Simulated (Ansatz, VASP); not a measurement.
## One calculation of HfMoC2, two programs

Contents of INCAR:

```
  ALGO = Normal
  EDIFF = 1E-6
  ENCUT = 520
  GGA = PS
  ISIF = 2
  ISMEAR = -1
  LASPH = True
  LCHARG = False
  LREAL = False
  LWAVE = False
  NBANDS = 24
  NELM = 80
  PREC = Accurate
  SIGMA = 0.05
```

Contents of KPOINTS:

```
k-points
0
Gamma
  8 8 6
```

File POSCAR:

```
HfMoC2
1.0
    3.1700034083      0.0000000000      0.0000000000
    0.0000000000      3.1700034083      0.0000000000
    0.0000000000      0.0000000000      4.4550613212
Hf Mo C
1 1 2
Direct
    0.0000000000      0.0000000000      0.0000000000
    0.5000000000      0.5000000000      0.5000000000
    0.5000000000      0.5000000000      0.0000000000
    0.0000000000      0.0000000000      0.5000000000
```

The input input.yaml:

```yaml
crystal:
  lattice:
    - [3.1700034083, 0.0, 0.0]
    - [0.0, 3.1700034083, 0.0]
    - [0.0, 0.0, 4.4550613212]
  atoms:
    - { symbol: Hf, position: [0.0, 0.0, 0.0] }
    - { symbol: Mo, position: [0.5, 0.5, 0.5] }
    - { symbol: C, position: [0.5, 0.5, 0.0] }
    - { symbol: C, position: [0.0, 0.0, 0.5] }
kpoints:
  mp_grid: { grid: [8, 8, 6] }
scf:
  occupations: { method: fermi_dirac, width: 0.05 }
hamiltonian:
  xc: pbesol
  pseudopotentials: { kind: all_electron, lapw: { basis_error: 0.001 } }
output:
  forces: true
  stress: true
  eigenvalues: true
```

Change from the starting cell: volume scaled by 0.98.

Alike in both runs: task single point; functional PBEsol; k mesh 8 × 8 × 6; occupations fermi-dirac, width 0.05 eV; no spin polarisation.

```csv
,VASP,Ansatz
version,VASP 6.6.1,Ansatz 0.2.0
potentials or method,"VASP PAW PBE potentials, release 64 (Hf_pv, Mo_sv, C)","all-electron LAPW, scalar-relativistic"
plane-wave cutoff (eV),520,see its input
```

Ansatz gave:

```
gap on the k mesh at the Fermi level (eV)       : none
pressure (GPa)                                  : -3.5
largest component of the traceless stress (GPa) : 3.01
```

Question: Which values does VASP return?

Answer: gap on the k mesh at the Fermi level (eV): none; pressure (GPa): -3.3; largest component of the traceless stress (GPa): 2.99.

A gap of «none» marks a metal or a gap that the smearing closes. Ansatz ran all-electron here, so the differences hold the error of VASP's frozen core and of both bases.

Caveats: the PAW data sets were made with another functional, which shifts forces and pressure a little (VASP). The runs have no spin-orbit coupling, so splittings on Hf are missing.
